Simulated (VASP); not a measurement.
VASP input:

KPOINTS:
```
Automatic mesh
0
Gamma
12 12 12
0 0 0
```

INCAR:
```
SYSTEM = Sb
PREC = Accurate; ENCUT = 400; LREAL = .FALSE.
LASPH = .TRUE.
EDIFF = 1E-6; NELM = 100; ALGO = Normal
LMAXMIX = 4
ISMEAR = 1; SIGMA = 0.1
GGA = PS
IBRION = 2; NSW = 60; ISIF = 3
EDIFFG = -0.01
LWAVE = .FALSE.; LCHARG = .FALSE.
```

### POSCAR
```
Sb
1
   -2.9787493641     2.9787493641     1.5905957965
    2.9787493641    -2.9787493641     1.5905957965
    2.9787493641     2.9787493641    -1.5905957965
Sb
2
Direct
  0.7500000000   0.2500000000   0.5000000000
  0.0000000000   0.0000000000   0.0000000000
```

POTCAR, in this order: Sb (PBE.64 set). Program: vasp_std.

Question: Write an equivalent input for Quantum ESPRESSO's pw.x.

Answer: One equivalent input (not run):
```
&CONTROL
  calculation = 'vc-relax'
  pseudo_dir = './pseudo'
  outdir = './out'
  tprnfor = .true.
  tstress = .true.
  nstep = 60
  forc_conv_thr = 0.00039
/
&SYSTEM
  ibrav = 0
  nat = 2
  ntyp = 1
  ecutwfc = 80
  occupations = 'smearing'
  smearing = 'methfessel-paxton'
  degauss = 0.00735
  input_dft = 'pbesol'
/
&ELECTRONS
  conv_thr = 7.3e-08
  electron_maxstep = 100
/
&IONS
/
&CELL
/
ATOMIC_SPECIES
  Sb 121.760 Sb.upf
CELL_PARAMETERS angstrom
    -2.9787494    2.9787494    1.5905958
     2.9787494   -2.9787494    1.5905958
     2.9787494    2.9787494   -1.5905958
ATOMIC_POSITIONS crystal
  Sb   0.7500000  0.2500000  0.5000000
  Sb   0.0000000  0.0000000  0.0000000
K_POINTS automatic
  12 12 12 0 0 0
```
What does not carry over: the potentials are each code's own (VASP's PAW set, PseudoDojo norm-conserving files in pw.x), so ENCUT and ecutwfc are chosen apart and not converted; conv_thr bounds pw.x's estimated SCF error, while EDIFF bounds the energy change between steps; forc_conv_thr acts on force components and is met together with etot_conv_thr.

The structure was generated: Sb was put into the beta-Sn type (I4_1/amd), which need not be its known phase. It was relaxed first. The start is the result of an earlier pass.
